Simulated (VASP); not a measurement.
Method: revPBE GGA, VASP's PBE PAW potentials (set 64) (plane waves; VASP 6.6.1).

VASP input:

**INCAR**
```
SYSTEM = PtSe2
PREC = Accurate
ENCUT = 520
EDIFF = 1E-7
NELM = 100
ALGO = Normal
LREAL = .FALSE.
LASPH = .TRUE.
ISMEAR = 0
SIGMA = 0.05
GGA = RE
LMAXMIX = 6
LWAVE = .FALSE.
LCHARG = .FALSE.
LORBIT = 11
ICHARG = 11
```

### POSCAR
```
PtSe2
1
    1.8870297224    -3.2684316050     0.0000000000
    1.8870297224     3.2684316050     0.0000000000
    0.0000000000     0.0000000000     8.1512764103
Pt Se
1 2
Direct
  0.0000000000   0.0000000000   0.0000000000
  0.3333330000   0.6666670000   0.1601593866
  0.6666670000   0.3333330000   0.8398406134
```

**KPOINTS**
```
k-points along high-symmetry lines
10
Line-mode
Reciprocal
  0.000000   0.000000   0.000000 ! GAMMA
  0.500000  -0.000000   0.000000 ! M

  0.500000  -0.000000   0.000000 ! M
  0.333333   0.333333   0.000000 ! K

  0.333333   0.333333   0.000000 ! K
  0.000000   0.000000   0.000000 ! GAMMA

  0.000000   0.000000   0.000000 ! GAMMA
  0.000000   0.000000   0.500000 ! A

  0.000000   0.000000   0.500000 ! A
  0.500000  -0.000000   0.500000 ! L

  0.500000  -0.000000   0.500000 ! L
  0.333333   0.333333   0.500000 ! H

  0.333333   0.333333   0.500000 ! H
  0.000000   0.000000   0.500000 ! A

  0.500000  -0.000000   0.500000 ! L
  0.500000  -0.000000   0.000000 ! M

  0.333333   0.333333   0.500000 ! H
  0.333333   0.333333   0.000000 ! K
```

POTCAR, in this order: Pt Se (PBE.64 set). Program: vasp_std. Read from the step before: CHGCAR.

Output of the run:

**OSZICAR**
```
       N       E                     dE             d eps       ncg     rms          rms(c)
DAV:   1     0.130079352818E+03    0.13008E+03   -0.93844E+03  2708   0.121E+03
DAV:   2    -0.611608849412E+01   -0.13620E+03   -0.13234E+03  3528   0.225E+02
DAV:   3    -0.131402400160E+02   -0.70242E+01   -0.69517E+01  3337   0.555E+01
DAV:   4    -0.132354363014E+02   -0.95196E-01   -0.95124E-01  3352   0.674E+00
DAV:   5    -0.132372489442E+02   -0.18126E-02   -0.18124E-02  3624   0.899E-01
DAV:   6    -0.132373166741E+02   -0.67730E-04   -0.67730E-04  3532   0.159E-01
DAV:   7    -0.132373195895E+02   -0.29153E-05   -0.29153E-05  3767   0.302E-02
DAV:   8    -0.132373197318E+02   -0.14237E-06   -0.14233E-06  3348   0.599E-03
DAV:   9    -0.132373197388E+02   -0.70177E-08   -0.70291E-08  2789   0.132E-03
   1 F= -.13237320E+02 E0= -.13237320E+02  d E =-.484589E-14
```

### OUTCAR
```
 val. band max:        1.1020229413   @ k =   0.1481   0.1481   0.0000

 cond. band min:       2.4179208800   @ k =   0.2222   0.0000   0.5000



 k-point     1 :       0.0000    0.0000    0.0000
  band No.  band energies     occupation
      1     -12.7458      2.00000
      2     -11.0080      2.00000
      3      -3.8813      2.00000
      4      -3.8812      2.00000
      5      -3.8236      2.00000
      6      -1.6674      2.00000
      7      -1.6673      2.00000
      8      -0.1353      2.00000
      9       0.6548      2.00000
     10       1.0224      2.00000
     11       1.0224      2.00000
     12       3.9356      0.00000
     13       3.9356      0.00000
     14       5.3702      0.00000
     15       6.6183      0.00000

 k-point     2 :       0.0556    0.0000    0.0000
  band No.  band energies     occupation
      1     -12.7145      2.00000
      2     -11.0110      2.00000
      3      -3.8842      2.00000
      4      -3.8614      2.00000
      5      -3.7926      2.00000
      6      -1.7101      2.00000
      7      -1.6925      2.00000
      8      -0.2517      2.00000
      9       0.7099      2.00000
     10       1.0022      2.00000
     11       1.0246      2.00000
     12       3.7139      0.00000
     13       3.8862      0.00000
     14       5.5079      0.00000
     15       6.8445      0.00000

 k-point     3 :       0.1111    0.0000    0.0000
  band No.  band energies     occupation
      1     -12.6224      2.00000
      2     -11.0198      2.00000
      3      -3.8886      2.00000
      4      -3.8043      2.00000
      5      -3.7019      2.00000
      6      -1.8539      2.00000
      7      -1.7572      2.00000
      8      -0.5331      2.00000
      9       0.8487      2.00000
     10       0.9508      2.00000
     11       1.0134      2.00000
     12       3.2192      0.00000
     13       3.7674      0.00000
     14       5.8662      0.00000
     15       7.2925      0.00000

...
```

The density is held fixed in this step, so its total energy and stress have no physical meaning. Without a dispersion term in the relaxation, distances and binding between the weakly bound layers, chains or molecules are unreliable, and so is what depends on them. Unless said otherwise, spin-orbit coupling is left out, though it shifts the bands of the heavy elements here.

The compound is PtSe2 in the 1T layered structure. It was relaxed first, which changed the volume by +64 %.
